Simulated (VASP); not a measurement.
# A VASP study of WC (Qusongite) (r2SCAN): structure first, properties next, part 3 of 4

How well does r2SCAN reproduce what experiment finds for WC (Qusongite)? The cell is relaxed first, and properties follow on it. Left out of this account: 1 further run (relaxation: it shows nothing beyond the runs told). The start is a cell from a database of measured crystal structures.

VASP 6.6.1; r2SCAN; plane waves and PAW (W, C).

So far. Step 3 (Density, ELF and potential (r2SCAN)): In this run the pressure is -0.01 GPa, small enough to go on. Step 4 (Bands along the symmetry lines (r2SCAN)): There is no gap at this level.

## (5) Total and projected DOS (r2SCAN)

Here the states are counted by energy and projected on the atoms. The mesh is finer than in the run before.

INCAR reads:

```
SYSTEM = WC
PREC = Accurate
ENCUT = 520
EDIFF = 1E-06
NELM = 100
ISMEAR = -5
SIGMA = 0.05
LREAL = .FALSE.
ALGO = Normal
METAGGA = R2SCAN
LASPH = .TRUE.
NBANDS = 17
LORBIT = 11
LWAVE = .FALSE.
LCHARG = .FALSE.
KPAR = 2
NEDOS = 2001
```

POSCAR reads:

```
WC
1.0
    2.9087397770      0.0000000000      0.0000000000
   -1.4543698885      2.5190425399      0.0000000000
    0.0000000000      0.0000000000      2.8351408906
W C
1 1
Direct
    0.0000000000      0.0000000000      0.0000000000
    0.6666666667      0.3333333333      0.5000000000
```

KPOINTS reads:

```
Automatic mesh
0
Gamma
13 13 12
0 0 0
```

PAW data sets: W and C (PBE family, release 64).

The run is started by

```bash
> mpirun -np 2 vasp_std
```

The program printed:

```text
[... set-up lines as in an earlier step ...]
 entering main loop
       N       E                     dE             d eps       ncg     rms          rms(c)
DAV:   1    -0.180728779839E+02   -0.18073E+02   -0.48673E+03  4998   0.554E+02
DAV:   2    -0.635620548836E+02   -0.45489E+02   -0.42587E+02  6315   0.148E+02
DAV:   3    -0.647910390139E+02   -0.12290E+01   -0.12244E+01  6326   0.199E+01
DAV:   4    -0.647945918091E+02   -0.35528E-02   -0.35550E-02  6303   0.130E+00
DAV:   5    -0.647946034823E+02   -0.11673E-04   -0.11688E-04  6259   0.695E-02    0.313E+01
DAV:   6    -0.616905727306E+02    0.31040E+01   -0.86360E+00  6512   0.131E+01    0.112E+01
DAV:   7    -0.617540482282E+02   -0.63475E-01   -0.49607E-01  6826   0.397E+00    0.812E+00
DAV:   8    -0.617449305833E+02    0.91176E-02   -0.53891E-02  7441   0.128E+00    0.241E+00
DAV:   9    -0.617414274246E+02    0.35032E-02   -0.48272E-03  7190   0.425E-01    0.576E-01
DAV:  10    -0.617416823497E+02   -0.25493E-03   -0.24791E-04  5859   0.974E-02    0.286E-02
DAV:  11    -0.617416727839E+02    0.95658E-05   -0.13238E-05  7143   0.201E-02    0.689E-03
DAV:  12    -0.617416721887E+02    0.59525E-06   -0.83515E-07  4624   0.739E-03
   1 F= -.61741672E+02 E0= -.61741672E+02  d E =0.000000E+00
 -----------------------------------------------------------------------------
|                                                                             |
|           W    W    AA    RRRRR   N    N  II  N    N   GGGG   !!!           |
|           W    W   A  A   R    R  NN   N  II  NN   N  G    G  !!!           |
|           W    W  A    A  R    R  N N  N  II  N N  N  G       !!!           |
|           W WW W  AAAAAA  RRRRR   N  N N  II  N  N N  G  GGG   !            |
|           WW  WW  A    A  R   R   N   NN  II  N   NN  G    G                |
|           W    W  A    A  R    R  N    N  II  N    N   GGGG   !!!           |
|                                                                             |
|     Tetrahedron method does not include variations of the Fermi             |
|     occupations, so forces and stress will be inaccurate. We suggest        |
|     using a different smearing scheme ISMEAR = 1 or 2 for metals in         |
|     relaxations.                                                            |
|                                                                             |
 -----------------------------------------------------------------------------
```

Wall time 68 s (2 MPI ranks of Intel Xeon Platinum 8259CL at 2.50GHz (Skylake/Cascade Lake), shared host); peak memory 0.35 GiB.

OUTCAR, selected parts (step 5):

```text
   k-points           NKPTS =    147   k-points in BZ     NKDIM =    147   number of bands    NBANDS=     17

   NELECT =      10.0000    total number of electrons

 E-fermi :   8.1130

 k-point     1 :       0.0000    0.0000    0.0000
  band No.  band energies     occupation
      1      -7.0495      2.00000
      2       3.6840      2.00000
      3       4.6783      2.00000
      4       4.6783      2.00000
      5       8.3388      0.77599
      6      11.4965      0.00000
      7      11.4965      0.00000
      8      14.1479      0.00000
      9      14.1479      0.00000
     10      15.0982      0.00000
    ...

  Total       -0.0132800     -0.0132800     -0.0050095      0.0000000     -0.0000000      0.0000000
  in kB       -1.0242171     -1.0242171     -0.3863565      0.0000000     -0.0000000      0.0000000
  external PRESSURE =      -0.8115969 kB  Pullay stress =       0.0000000 kB

  FREE ENERGIE OF THE ION-ELECTRON SYSTEM (eV)
  ---------------------------------------------------
  free  energy   TOTEN  =       -61.7416721887 eV

  energy  without entropy=      -61.7416721887  energy(sigma->0) =      -61.74167219

[... 7 parts as in an earlier step ...]

[... 10 further parts left out ...]
```

With tetrahedra the forces and stress of a metal are not exact derivatives of the energy.

This step gave:

| Quantity | Value |
| --- | --- |
| irreducible k-points | 147 |
| Fermi energy | 8.113 eV |
| pressure | -0.08116 GPa |
| DOS at the Fermi level | 0.2502 states/eV/cell |

The density of states has structure finer than the step of the table below, so its rows give means over 1 eV, whole bins alone (the curve runs from -12.0 to 7.93 eV). Peaks (eV: height): total -11.7: 3.66, -2.7: 2.13, -1.6: 2.13, 4.3: 2.09; W d -11.7: 1.00, -2.7: 1.08, -1.6: 1.45, 4.3: 1.44; C p -6.7: 0.398, -4.2: 0.373, -2.7: 0.518, 6.2: 0.269; W p -11.7: 0.277, -4.2: 0.175, -3.3: 0.180, -0.9: 0.174; W s -11.8: 0.117, -6.7: 0.267, -4.2: 0.0614, 7.0: 0.0524.

States under -12.0 eV and over 7.9 eV are left out. The density of states by energy, zero at the Fermi level; means over each step; values in states/eV/cell:

| energy (eV) | total | W d | C p | W p | W s | C s |
| --- | --- | --- | --- | --- | --- | --- |
| -11 | 0.152 | 0.0298 | 3.2e-4 | 0.0204 | 0.00410 | 0.0669 |
| -10 | 0 | 0 | 0 | 0 | 0 | 0 |
| -9 | 0.00414 | 7.8e-4 | 7.2e-4 | 1.3e-4 | 0.00178 | 8.5e-5 |
| -8 | 0.0588 | 0.0126 | 0.0107 | 0.00370 | 0.0213 | 0.00133 |
| -7 | 1.06 | 0.415 | 0.210 | 0.0716 | 0.157 | 0.0148 |
| -6 | 0.812 | 0.357 | 0.165 | 0.0634 | 0.0734 | 0.0139 |
| -5 | 0.748 | 0.358 | 0.162 | 0.0590 | 0.0329 | 0.00975 |
| -4 | 1.36 | 0.682 | 0.286 | 0.121 | 0.0423 | 0.0138 |
| -3 | 1.74 | 0.852 | 0.418 | 0.161 | 0.0210 | 0.00625 |
| -2 | 0.820 | 0.474 | 0.142 | 0.0713 | 0.0144 | 0.00183 |
| -1 | 1.22 | 0.751 | 0.140 | 0.140 | 0.0217 | 0.00370 |
| 0 | 0.272 | 0.178 | 0.0284 | 0.0287 | 0.00348 | 7.1e-4 |
| 1 | 0.252 | 0.226 | 0.00462 | 0.00368 | 9.2e-4 | 2.1e-4 |
| 2 | 0.675 | 0.572 | 0.0261 | 0.0158 | 0.00372 | 0.00330 |
| 3 | 0.702 | 0.533 | 0.0590 | 0.0215 | 0.0101 | 0.00706 |
| 4 | 1.47 | 0.996 | 0.183 | 0.0381 | 0.0286 | 0.0350 |
| 5 | 1.22 | 0.911 | 0.113 | 0.0289 | 0.0140 | 0.0306 |
| 6 | 1.31 | 0.757 | 0.207 | 0.0423 | 0.0191 | 0.0872 |
| 7 | 1.12 | 0.577 | 0.216 | 0.0449 | 0.0374 | 0.0619 |

The finer mesh and the other smearing move the Fermi level by -0.03 eV from the 9×9×8 run, a small shift, which tests the Fermi level alone. Of the states within 0.3 eV of the Fermi level, the largest shares in the PAW spheres are W d 67 %, W p 10 % and C p 10 %. The rest lies in smaller channels or between the spheres.

## (6) Zone-centre phonons (r2SCAN)

Zone-centre modes test whether the atoms sit at a minimum within this cell. IBRION = 6 takes the force constants from differences of forces between displaced cells, so the forces must be tight.

INCAR reads:

```
SYSTEM = WC
PREC = Accurate
ENCUT = 520
EDIFF = 1E-08
NELM = 100
ISMEAR = 1
SIGMA = 0.2
LREAL = .FALSE.
ALGO = Normal
METAGGA = R2SCAN
LASPH = .TRUE.
NBANDS = 11
LORBIT = 11
LWAVE = .FALSE.
LCHARG = .FALSE.
KPAR = 2
IBRION = 6
NFREE = 2
POTIM = 0.015
ISIF = 2
NSW = 1
```

POSCAR is that of step 5.

KPOINTS reads:

```
Automatic mesh
0
Gamma
15 15 14
0 0 0
```

The run is started by

```bash
> mpirun -np 2 vasp_std
```

The program printed:

```text
[... set-up lines as in an earlier step ...]
 entering main loop
       N       E                     dE             d eps       ncg     rms          rms(c)
DAV:   1    -0.143898202829E+02   -0.14390E+02   -0.51996E+03  4752   0.854E+02
DAV:   2    -0.628593718924E+02   -0.48470E+02   -0.46265E+02  5520   0.207E+02
DAV:   3    -0.647821253504E+02   -0.19228E+01   -0.19015E+01  5908   0.343E+01
DAV:   4    -0.647945975619E+02   -0.12472E-01   -0.12469E-01  5231   0.325E+00
DAV:   5    -0.647946526047E+02   -0.55043E-04   -0.55041E-04  5741   0.213E-01    0.313E+01
DAV:   6    -0.616874887066E+02    0.31072E+01   -0.10762E+01  5545   0.203E+01    0.112E+01
DAV:   7    -0.617545768511E+02   -0.67088E-01   -0.50161E-01  5136   0.602E+00    0.813E+00
DAV:   8    -0.617442816236E+02    0.10295E-01   -0.67611E-02  5355   0.196E+00    0.236E+00
DAV:   9    -0.617409404102E+02    0.33412E-02   -0.47487E-03  5283   0.556E-01    0.353E-01
DAV:  10    -0.617411176130E+02   -0.17720E-03   -0.29775E-04  5458   0.142E-01    0.782E-02
DAV:  11    -0.617411081890E+02    0.94240E-05   -0.23517E-05  5410   0.329E-02    0.659E-03
DAV:  12    -0.617411076147E+02    0.57427E-06   -0.18574E-06  5445   0.136E-02    0.115E-02
DAV:  13    -0.617411074247E+02    0.19002E-06   -0.45755E-08  5451   0.157E-03    0.247E-03
DAV:  14    -0.617411075355E+02   -0.11081E-06   -0.84391E-09  3258   0.893E-04    0.287E-04
DAV:  15    -0.617411075348E+02    0.75249E-09   -0.42709E-10  2508   0.216E-04
   1 F= -.61741108E+02 E0= -.61741081E+02  d E =-.799415E-04
 Found     4 degrees of freedom:
 Finite differences POTIM= 0.01500 DOF=   4
 bond charge predicted
       N       E                     dE             d eps       ncg     rms          rms(c)
DAV:   1    -0.617382743691E+02    0.28332E-02   -0.55245E-01 19891   0.449E+00    0.135E-01
DAV:   2    -0.617393799985E+02   -0.11056E-02   -0.38726E-03 23987   0.577E-01    0.992E-02
DAV:   3    -0.617392852538E+02    0.94745E-04   -0.34790E-04 21472   0.133E-01    0.125E-02
DAV:   4    -0.617392831982E+02    0.20556E-05   -0.80073E-06 23854   0.242E-02    0.803E-03
DAV:   5    -0.617392834934E+02   -0.29519E-06   -0.88405E-07 22518   0.704E-03    0.147E-03
DAV:   6    -0.617392835360E+02   -0.42622E-07   -0.49539E-08 23576   0.197E-03    0.453E-04
DAV:   7    -0.617392835389E+02   -0.28874E-08   -0.10090E-08 12095   0.739E-04
   2 F= -.61739284E+02 E0= -.61739254E+02  d E =-.881046E-04
[...]
3 F= -.61739284E+02 E0= -.61739254E+02  d E =-.881041E-04
[...]
4 F= -.61739591E+02 E0= -.61739562E+02  d E =-.850782E-04
[...]
5 F= -.61739591E+02 E0= -.61739562E+02  d E =-.850774E-04
[...]
6 F= -.61739283E+02 E0= -.61739254E+02  d E =-.881080E-04
[...]
7 F= -.61739283E+02 E0= -.61739254E+02  d E =-.880981E-04
[...]
8 F= -.61739591E+02 E0= -.61739563E+02  d E =-.850798E-04
 Finite differences progress:
  Degree of freedom:   4/  4
  Displacement:        1/  2
  Total:               7/  8
 bond charge predicted
       N       E                     dE             d eps       ncg     rms          rms(c)
DAV:   1    -0.617402100352E+02   -0.61876E-03   -0.13365E+00  7338   0.739E+00    0.270E-01
DAV:   2    -0.617398586366E+02    0.35140E-03   -0.10606E-02  8067   0.100E+00    0.147E-01
DAV:   3    -0.617395433520E+02    0.31528E-03   -0.21136E-03  8007   0.326E-01    0.354E-02
DAV:   4    -0.617395777810E+02   -0.34429E-04   -0.16694E-04  8142   0.935E-02    0.283E-02
DAV:   5    -0.617395907497E+02   -0.12969E-04   -0.17426E-05  8359   0.274E-02    0.435E-03
DAV:   6    -0.617395912679E+02   -0.51821E-06   -0.12102E-06  8199   0.971E-03    0.187E-03
DAV:   7    -0.617395912759E+02   -0.80155E-08   -0.34330E-08  8016   0.172E-03
   9 F= -.61739591E+02 E0= -.61739563E+02  d E =-.850869E-04
 Finite differences progress:
  Degree of freedom:   4/  4
  Displacement:        2/  2
  Total:               8/  8
```

Run time: 16 min. Hardware: 2 MPI ranks; peak memory 0.94 GiB; 28 min of CPU time.

OUTCAR, selected parts (step 6):

```text
   k-points           NKPTS =    216   k-points in BZ     NKDIM =    216   number of bands    NBANDS=     11

   NELECT =      10.0000    total number of electrons

 E-fermi :   8.1193

 k-point     1 :       0.0000    0.0000    0.0000
  band No.  band energies     occupation
      1      -7.0503      2.00000
      2       3.6846      2.00000
      3       4.6776      2.00000
      4       4.6776      2.00000
      5       8.3418     -0.06643
      6      11.5006     -0.00000
      7      11.5006     -0.00000
      8      14.1523      0.00000
      9      14.1523      0.00000
    ...

  Total       -0.0126218     -0.0126218     -0.0336123      0.0000000      0.0000000      0.0000000
  in kB       -0.9734575     -0.9734575     -2.5923483      0.0000000      0.0000000      0.0000000
  external PRESSURE =      -1.5130878 kB  Pullay stress =       0.0000000 kB

 POSITION                                       TOTAL-FORCE (eV/Angst)
 -----------------------------------------------------------------------------------
      0.00000      0.00000      0.00000         0.000000     -0.000000     -0.202320
      1.45437      0.83968      1.40257        -0.000000      0.000000      0.202320
 -----------------------------------------------------------------------------------
    total drift:                                0.000000     -0.000000     -0.000128

  FREE ENERGIE OF THE ION-ELECTRON SYSTEM (eV)
  ---------------------------------------------------
  free  energy   TOTEN  =       -61.7395912759 eV

  energy  without entropy=      -61.7395061890  energy(sigma->0) =      -61.73956291

 Eigenvectors and eigenvalues of the dynamical matrix
 ----------------------------------------------------

   1 f  =   18.748348 THz   117.799342 2PiTHz  625.377559 cm-1    77.536900 meV
             X         Y         Z           dx          dy          dz
      0.000000  0.000000  0.000000     0.000000    0.247605   -0.000000
      1.454370  0.839681  1.417570    -0.000000   -0.968861    0.000000

   2 f  =   18.748348 THz   117.799342 2PiTHz  625.377559 cm-1    77.536900 meV
             X         Y         Z           dx          dy          dz
      0.000000  0.000000  0.000000    -0.247605   -0.000000    0.000000
      1.454370  0.839681  1.417570     0.968861   -0.000000    0.000000

   3 f  =   17.098978 THz   107.436049 2PiTHz  570.360522 cm-1    70.715660 meV
             X         Y         Z           dx          dy          dz
      0.000000  0.000000  0.000000     0.000000   -0.000000   -0.247644
      1.454370  0.839681  1.417570    -0.000000    0.000000    0.968851

   4 f/i=    0.000130 THz     0.000819 2PiTHz    0.004346 cm-1     0.000539 meV
             X         Y         Z           dx          dy          dz
      0.000000  0.000000  0.000000    -0.000000    0.000000    0.968851
      1.454370  0.839681  1.417570     0.000000    0.000000    0.247644

   5 f/i=    0.000622 THz     0.003908 2PiTHz    0.020748 cm-1     0.002572 meV
             X         Y         Z           dx          dy          dz
      0.000000  0.000000  0.000000     0.271991   -0.929899    0.000000
      1.454370  0.839681  1.417570     0.069511   -0.237648    0.000000

   6 f/i=    0.000622 THz     0.003908 2PiTHz    0.020748 cm-1     0.002572 meV
             X         Y         Z           dx          dy          dz
      0.000000  0.000000  0.000000     0.929899    0.271991   -0.000000
      1.454370  0.839681  1.417570     0.237648    0.069511   -0.000000

 ELASTIC MODULI CONTR FROM IONIC RELAXATION (kBar)
 Direction    XX          YY          ZZ          XY          YZ          ZX
 --------------------------------------------------------------------------------
 XX        -116.0768    116.0768      0.0000      0.0000      0.0000      0.0000
 YY         116.0768   -116.0768      0.0000     -0.0000      0.0000      0.0000
 ZZ           0.0000      0.0000      0.0000      0.0000      0.0000      0.0000
 XY           0.0000     -0.0000      0.0000   -116.0768      0.0000      0.0000
 YZ           0.0000      0.0000      0.0000      0.0000      0.0000      0.0000
 ZX           0.0000      0.0000      0.0000      0.0000      0.0000      0.0000
 --------------------------------------------------------------------------------

[... 6 parts as in an earlier step ...]

[... 10 further parts left out ...]
```

The last energy, forces, stress and levels in OUTCAR belong to the last displaced cell, not to the cell of POSCAR.

This step gave:

| Quantity | Value |
| --- | --- |
| bands | 11 |
| irreducible k-points | 216 |
| pressure of the cell | -0.2034 GPa |
| largest force of the cell | 0 eV/Å |

The modes at Γ (shares of kinetic energy by element, %):

| mode | frequency (cm⁻¹) | symmetry | W % | C % |
| --- | --- | --- | --- | --- |
| 1 | 0.0 | acoustic | 94 | 6 |
| 2 | 0.0 | acoustic | 94 | 6 |
| 3 | 0.0 | acoustic | 94 | 6 |
| 4 | 570.4 | A2'' | 6 | 94 |
| 5 | 625.4 | E' | 6 | 94 |
| 6 | 625.4 | E' | 6 | 94 |

Displacements in mode 4 (570.4 cm⁻¹), the largest set to 1:
```
W1   0.00  0.00 -0.07
C2   0.00  0.00  1.00
```

Displacements in mode 5 (625.4 cm⁻¹), the largest set to 1:
```
W1  -0.07  0.00  0.00
C2   1.00  0.00  0.00
```

The three acoustic modes come out at zero, and all others are real. By the characters of their eigenvectors the optical modes sort into (cm⁻¹) Raman active: E' 625; infrared active: A2'' 570, E' 625.

[end of part 3 of 4]

[Lines on the potential files, build, host, timing and source positions are cut from VASP's logs without a mark.]

[Logs are printed without paths, hosts, clocks, repeated set-up lines and the standing remarks that a program may print on its own settings, such as how far it seeks lower states.]

[Hosts, paths, dates, database ids (printed as entryN), source tags and the programs' standing remarks are cut or masked in the printed files.]

[A measured line is paired with the nearest computed mode of its activity, which favours agreement.]
